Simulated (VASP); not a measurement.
Data:

```xyz
4
Lattice="2.2095 -3.7937 0.0759 2.2095 3.7937 -0.0759 0.0000 -0.0909 4.5449" Properties=species:S:1:pos:R:3 pbc="T T T"
Ga     2.2095     2.5294     4.1086
Ga     2.2095     1.1433     1.8648
Ga     2.2095    -1.2342     2.6800
Ga     2.2095    -2.6203     0.4362
```

Computed with r2SCAN meta-GGA, VASP's PBE PAW potentials (set 64) (plane waves; VASP 6.6.1). Settings: 480 eV cut-off, 8×8×6 Γ-centred mesh, first-order Methfessel-Paxton smearing of 0.10 eV, potentials Ga_d.

Task: Give the force on each atom (eV/Å).

Result: 
```tsv
atom	Fx	Fy	Fz
Ga1	0.000	-0.072	0.069
Ga2	0.000	-0.108	-0.073
Ga3	0.000	0.108	0.073
Ga4	0.000	0.072	-0.069
```

Task: Give the stress tensor in GPa (positive for a compressed cell).

Result: 
```
0.21  0.00  0.00
0.00  0.88  2.40
0.00  2.40  0.83
```
The pressure is its mean diagonal, 0.64 GPa.

The compound is Ga in the alpha structure. This cell was strained or had an atom moved on purpose.
